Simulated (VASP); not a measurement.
Level of theory: vdW-DF2, VASP's PBE PAW potentials (set 64) (plane waves; VASP 6.6.1).

VASP ran on this input.

### INCAR
```
SYSTEM = Ca
PREC = Accurate
ENCUT = 520
EDIFF = 1E-6
NELM = 100
ALGO = Normal
LREAL = .FALSE.
LASPH = .TRUE.
ISMEAR = 1
SIGMA = 0.1
GGA = ML
ZAB_VDW = -1.8867
LUSE_VDW = .TRUE.
AGGAC = 0.0
LWAVE = .FALSE.
LCHARG = .FALSE.
IBRION = 2
ISIF = 3
NSW = 60
EDIFFG = -0.01
```

POSCAR:
```
Ca
1
    0.0000000000     2.7900000000     2.7900000000
    2.7900000000     0.0000000000     2.7900000000
    2.7900000000     2.7900000000     0.0000000000
Ca
1
Direct
  0.0000000000   0.0000000000   0.0000000000
```

### KPOINTS
```
Automatic mesh
0
Gamma
10 10 10
0 0 0
```

POTCAR, in this order: Ca_sv (PBE.64 set). Program: vasp_std.

Problem. What will the output report for the number of irreducible k-points (NKPTS), largest plane-wave count, number of space-group operations, FFT grid (NGX, NGY, NGZ)?

Solution. 
```json
{
 "number of irreducible k-points (NKPTS)": "47",
 "largest_plane_wave_count": "1211",
 "number_of_space_group_operations": "48",
 "FFT grid (NGX, NGY, NGZ)": "30 × 30 × 30"
}
```

The compound is Ca in the fcc structure. This run relaxes it. Symmetry was kept, so distortions that lower it aren't found.
